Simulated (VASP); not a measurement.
VASP input:

**POSCAR**
```
Tl
1
    1.7448318220    -3.0221374763     0.0000000000
    1.7448318220     3.0221374763     0.0000000000
    0.0000000000     0.0000000000     5.4807217083
Tl
2
Direct
  0.3333330000   0.6666670000   0.2500000000
  0.6666670000   0.3333330000   0.7500000000
```

**INCAR**
```
SYSTEM = Tl
PREC = Accurate
ENCUT = 520
EDIFF = 1E-7
NELM = 100
ALGO = Normal
LREAL = .FALSE.
LASPH = .TRUE.
ISMEAR = 1
SIGMA = 0.1
GGA = BO
PARAM1 = 0.1833333333
PARAM2 = 0.22
LUSE_VDW = .TRUE.
AGGAC = 0.0
LMAXMIX = 4
LWAVE = .FALSE.
LCHARG = .FALSE.
ISIF = 4
IBRION = 2
NSW = 30
EDIFFG = -0.01
```

File KPOINTS:
```
Regular mesh
0
gamma
 12 12 7
```

POTCAR, in this order: Tl_d (PBE.64 set). Program: vasp_std.

Translate this optB88-vdW calculation to Quantum ESPRESSO's pw.x.

One equivalent input (not run):
```
&CONTROL
  calculation = 'vc-relax'
  pseudo_dir = './pseudo'
  outdir = './out'
  tprnfor = .true.
  tstress = .true.
  nstep = 30
  forc_conv_thr = 0.00039
/
&SYSTEM
  ibrav = 0
  nat = 2
  ntyp = 1
  ecutwfc = 60.3
  occupations = 'smearing'
  smearing = 'methfessel-paxton'
  degauss = 0.00735
  input_dft = 'vdw-df-obk8'
/
&ELECTRONS
  conv_thr = 7.3e-09
  electron_maxstep = 100
/
&IONS
/
&CELL
  cell_dofree = 'shape'
/
ATOMIC_SPECIES
  Tl 204.380 Tl.upf
CELL_PARAMETERS angstrom
     1.7448318   -3.0221375    0.0000000
     1.7448318    3.0221375    0.0000000
     0.0000000    0.0000000    5.4807217
ATOMIC_POSITIONS crystal
  Tl   0.3333330  0.6666670  0.2500000
  Tl   0.6666670  0.3333330  0.7500000
K_POINTS automatic
  12 12 7 0 0 0
```
What does not carry over: the potentials are each code's own (VASP's PAW set, PseudoDojo norm-conserving files in pw.x), so ENCUT and ecutwfc are chosen apart and not converted; conv_thr bounds pw.x's estimated SCF error, while EDIFF bounds the energy change between steps; forc_conv_thr acts on force components and is met together with etot_conv_thr.

The compound is Tl in the hcp structure. This cell is one point of a volume scan, at 0.94 of the reference volume. Symmetry was kept, so distortions that lower it aren't found.
